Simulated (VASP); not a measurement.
Input of a VASP 6.6.1 run:

Contents of INCAR:

```
ALGO = Normal
EDIFF = 1E-6
EDIFFG = -0.01
ENCUT = 600
GGA = CA
IBRION = 2
ISIF = 3
ISMEAR = 1
LASPH = T
LCHARG = F
LREAL = F
LWAVE = F
NELM = 60
NSW = 40
PREC = Accurate
SIGMA = 0.2
```

Contents of KPOINTS:

```
k-points
0
Gamma
  9 9 5
```

File POSCAR:

```
LaPd
1.0
    3.2545900000      0.0000000000      0.0000000000
   -1.6272900000      2.8185500000      0.0000000000
    0.0000000000      0.0000000000      5.3880900000
La Pd
1 1
Direct
    0.0000000000      0.0000000000      0.5000000000
    0.0000000000      0.0000000000      0.0000000000
```

Potentials or basis: VASP PAW LDA potentials, release 64 (La, Pd).

Command:

```console
$ cat potpaw_LDA.64/La/POTCAR potpaw_LDA.64/Pd/POTCAR > POTCAR
$ mpirun -np 1 vasp_std > vasp.out
```

Problem. Predict the relaxed cell.

Solution. a = 3.104 Å, b = 3.104 Å, c = 5.237 Å, α = 90.00°, β = 90.00°, γ = 120.00°.

Problem. What does it give for the band gap on the k mesh?

Solution. None (metal or under the smearing width).

Problem. Estimate the space group after relaxing (to 0.05 Å).

Solution. P6/mmm (No. 191).

Problem. Estimate the relaxed volume.

Solution. 21.85 Å³/atom.

The path:
```
step  energy change (eV)  largest force (eV/Å)  pressure (GPa)  volume (Å³)
   1              0.0000                0.0000           -6.96        49.43
   2             -0.0718                0.0000            5.17        42.13
   3             -0.1161                0.0000           -0.48        44.68
   4             -0.1330                0.0000            0.42        43.25
   5             -0.1357                0.0000            0.10        43.63
   6             -0.1357                0.0000            0.09        43.65
   7             -0.1357                0.0000           -0.09        43.74
   8             -0.1357                0.0000            0.01        43.70
```

Spin-orbit coupling is left out, which matters for the levels of La.
